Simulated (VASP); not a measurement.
Level of theory: LDA (Ceperley-Alder, Perdew-Zunger), VASP's LDA PAW potentials (set 64) (plane waves; VASP 6.6.1).

The input files of a VASP run:

KPOINTS:
```
Automatic mesh
0
Gamma
 13 13 8
```

INCAR:
```
# general
SYSTEM   =  Sc
PREC     =  Accurate
ENCUT    =  500
LREAL    =  F
LASPH    =  T

# electronic loop
EDIFF    =  1E-6
NELM     =  100
ALGO     =  Normal
LMAXMIX  =  4

# smearing
ISMEAR   =  1
SIGMA    =  0.1

# ions
IBRION   =  2
NSW      =  40
ISIF     =  3
EDIFFG   =  -0.02

# output
LWAVE    =  F
LCHARG   =  F
```

File POSCAR:
```
Sc
1.0
  1.6168871190  -2.8005305597   0.0000000000
  1.6168871190   2.8005305597   0.0000000000
  0.0000000000   0.0000000000   4.9833228170
Sc
2
Cart
  1.6168871190   0.9335120536   1.2458307043
  1.6168871190  -0.9335120536   3.7374921128
```

POTCAR, in this order: Sc_sv (LDA.64 set). Program: vasp_std.

Output of the run:

### OSZICAR
```
       N       E                     dE             d eps       ncg     rms          rms(c)
DAV:   1     0.380695144203E+03    0.38070E+03   -0.10809E+04  3166   0.158E+03
DAV:   2     0.822220577990E+01   -0.37247E+03   -0.36692E+03  4549   0.680E+02
DAV:   3    -0.142987396177E+02   -0.22521E+02   -0.21889E+02  5325   0.207E+02
DAV:   4    -0.147328617608E+02   -0.43412E+00   -0.41508E+00  4934   0.220E+01
DAV:   5    -0.147416369938E+02   -0.87752E-02   -0.87029E-02  5264   0.331E+00    0.831E+00
DAV:   6    -0.136200274754E+02    0.11216E+01   -0.25494E+00  3962   0.222E+01    0.250E+00
DAV:   7    -0.134629283046E+02    0.15710E+00   -0.59701E-01  4193   0.970E+00    0.732E-01
DAV:   8    -0.134493541065E+02    0.13574E-01   -0.23615E-02  4294   0.245E+00    0.204E-01
DAV:   9    -0.134486189590E+02    0.73515E-03   -0.46818E-03  4330   0.881E-01    0.187E-02
DAV:  10    -0.134486407804E+02   -0.21821E-04   -0.83300E-05  5179   0.152E-01    0.506E-03
DAV:  11    -0.134486418180E+02   -0.10376E-05   -0.12439E-06  3152   0.171E-02    0.116E-03
DAV:  12    -0.134486418122E+02    0.57512E-08   -0.21922E-07  2219   0.124E-02
   1 F= -.13448642E+02 E0= -.13448580E+02  d E =-.134486E+02
       N       E                     dE             d eps       ncg     rms          rms(c)
DAV:   1    -0.134500951275E+02   -0.14533E-02   -0.46846E-02  4102   0.422E+00    0.265E-01
DAV:   2    -0.134488296866E+02    0.12654E-02   -0.36399E-03  4386   0.945E-01    0.812E-02
DAV:   3    -0.134486906595E+02    0.13903E-03   -0.57715E-04  4825   0.354E-01    0.359E-02
DAV:   4    -0.134486837809E+02    0.68786E-05   -0.31123E-05  5532   0.777E-02    0.610E-03
DAV:   5    -0.134486831411E+02    0.63975E-06   -0.45228E-06  3539   0.312E-02
   2 F= -.13448683E+02 E0= -.13448624E+02  d E =-.413289E-04
```

File OUTCAR:
```
------------------------ aborting loop because EDIFF is reached ----------------------------------------
  FORCE on cell =-STRESS in cart. coord.  units (eV):
  Direction    XX          YY          ZZ          XY          YZ          ZX
  --------------------------------------------------------------------------------------
  Total        0.0164556      0.0164556      0.0031433      0.0000000      0.0000000      0.0000000
  in kB        0.5856698      0.5856697      0.1118726      0.0000000      0.0000000      0.0000000
  external PRESSURE =       0.4277374 kB  Pullay stress =       0.0000000 kB
  volume of cell :       45.02
      direct lattice vectors                 reciprocal lattice vectors
     1.616031653 -2.799048849  0.000000000     0.309399880 -0.178632109 -0.000000000
     1.616031653  2.799048849 -0.000000000     0.309399880  0.178632109  0.000000000
     0.000000000 -0.000000000  4.976019602     0.000000000  0.000000000  0.200963839
 POSITION                                       TOTAL-FORCE (eV/Angst)
 -----------------------------------------------------------------------------------
      1.61603      0.93302      1.24400        -0.000000      0.000000      0.000000
      1.61603     -0.93302      3.73201         0.000000     -0.000000      0.000000
 -----------------------------------------------------------------------------------
    total drift:                                0.000108      0.000667     -0.000016
  FREE ENERGIE OF THE ION-ELECTRON SYSTEM (eV)
  ---------------------------------------------------
  free  energy   TOTEN  =       -13.4486831411 eV

  energy  without entropy=      -13.4485071973  energy(sigma->0) =      -13.44862449

 reached required accuracy - stopping structural energy minimisation
```
(Selected blocks of OUTCAR.)

CONTCAR:
```
Sc
   1.00000000000000
     1.6160316531296346   -2.7990488494761778    0.0000000000000000
     1.6160316531296346    2.7990488494761778   -0.0000000000000000
     0.0000000000000000   -0.0000000000000000    4.9760196016799183
  Sc
     2
Direct
     0.3333330000000032    0.6666669999999968    0.2500000000000000
     0.6666669999999968    0.3333330000000032    0.7500000000000000
```

File OUTCAR:
```
 val. band max:        3.9851309457   @ k =   0.3846   0.2308   0.3750

 cond. band min:       3.9977602552   @ k =   0.2308   0.2308   0.3750


 Fermi energy:         3.9920888710

 k-point     1 :       0.0000    0.0000    0.0000
  band No.  band energies     occupation
      1     -44.5889      2.00000
      2     -44.4736      2.00000
      3     -23.8631      2.00000
      4     -23.3810      2.00000
      5     -23.3810      2.00000
      6     -23.2841      2.00000
      7     -23.2841      2.00000
      8     -23.2399      2.00000
      9      -1.2266      2.00000
     10       2.2450      2.00000
     11       5.0331     -0.00000
     12       5.6311     -0.00000
     13       5.6311     -0.00000
     14       6.0101      0.00000
     15       6.1585      0.00000

 k-point     2 :       0.0769   -0.0000    0.0000
  band No.  band energies     occupation
      1     -44.5847      2.00000
      2     -44.4723      2.00000
      3     -23.8522      2.00000
      4     -23.4011      2.00000
      5     -23.3882      2.00000
      6     -23.3054      2.00000
      7     -23.2864      2.00000
      8     -23.2452      2.00000
      9      -1.0870      2.00000
     10       2.3590      2.00000
     11       4.8624     -0.00000
     12       5.3819     -0.00000
     13       5.7357     -0.00000
     14       6.0668      0.00000
     15       6.1932      0.00000

 k-point     3 :       0.1538   -0.0000    0.0000
  band No.  band energies     occupation
      1     -44.5727      2.00000
      2     -44.4690      2.00000
      3     -23.8208      2.00000
      4     -23.4573      2.00000
      5     -23.4075      2.00000
      6     -23.3634      2.00000
      7     -23.2932      2.00000
      8     -23.2613      2.00000
      9      -0.6817      2.00000
     10       2.6663      2.00000
     11       4.4665     -0.00000
     12       4.9416     -0.00000
     13       5.8499     -0.00000
     14       6.0409      0.00000
     15       6.0919      0.00000
...
```

The compound is Sc in the hcp structure. This run relaxes it. Symmetry was kept, so distortions that lower it aren't found.
